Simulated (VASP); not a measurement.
Crystal: Sn3P2.

```
CELL_PARAMETERS angstrom
-1.82356 1.82356 9.26561
1.82356 -1.82356 9.26561
1.82356 1.82356 -9.26561
ATOMIC_POSITIONS crystal
Sn 0.90759 0.90759 0.00000
Sn 0.09241 0.09241 0.00000
Sn 0.50000 0.50000 0.00000
P 0.33752 0.33752 0.00000
P 0.66248 0.66248 0.00000
```

The cell was built by a generator and needn't be a form met in nature.

- Program: VASP 6.6.1
- Task: relaxation of cell and atoms
- Functional: PBE
- Potentials or basis: VASP PAW PBE potentials, release 64 (Sn_d, P)
- Cutoff: 520 eV
- k mesh: 5 × 5 × 5
- Occupations: gaussian, width 0.15 eV
- Spin: no spin polarisation

At the start: pressure 4.1 GPa; volume 24.65 Å³/atom.

Task: How do energy, volume and symmetry change on relaxing?

Result: Over 10 steps the energy falls by 203.2 meV/atom and the volume is 27.23 Å³/atom (+10.5 %); space group I4/mmm (No. 139, to 0.05 Å).

The path:
| step | energy change (eV) | largest force (eV/Å) | pressure (GPa) | volume (Å³) |
| --- | --- | --- | --- | --- |
| 1 | 0.0000 | 2.0362 | 4.12 | 123.25 |
| 2 | -0.4558 | 1.4301 | -1.36 | 134.90 |
| 3 | -0.5218 | 1.1527 | -3.00 | 140.93 |
| 4 | -0.8951 | 0.6019 | -1.07 | 136.94 |
| 5 | -0.9913 | 0.2652 | 0.36 | 134.63 |
| 6 | -1.0015 | 0.1149 | 0.86 | 133.74 |
| 7 | -1.0009 | 0.2452 | 0.42 | 133.88 |
| 8 | -1.0135 | 0.1041 | -0.09 | 135.46 |
| 9 | -1.0145 | 0.1048 | 0.04 | 135.69 |
| 10 | -1.0162 | 0.0798 | -0.10 | 136.15 |

Final structure:
```cif
data_structure
_symmetry_space_group_name_H-M 'P 1'
_symmetry_Int_Tables_number 1
_cell_length_a 10.3354
_cell_length_b 10.3354
_cell_length_c 10.3354
_cell_angle_alpha 159.435
_cell_angle_beta 159.435
_cell_angle_gamma 29.244
_cell_volume 136.15
loop_
_atom_site_label
_atom_site_type_symbol
_atom_site_fract_x
_atom_site_fract_y
_atom_site_fract_z
_atom_site_occupancy
Sn1 Sn 0.88743 0.88743 0.00000 1
Sn2 Sn 0.11257 0.11257 0.00000 1
Sn3 Sn 0.50000 0.50000 0.00000 1
P1 P 0.34384 0.34384 0.00000 1
P2 P 0.65616 0.65616 0.00000 1
```

Caveat: the k mesh is coarse (spacing up to 0.49 Å⁻¹), so the values aren't converged.
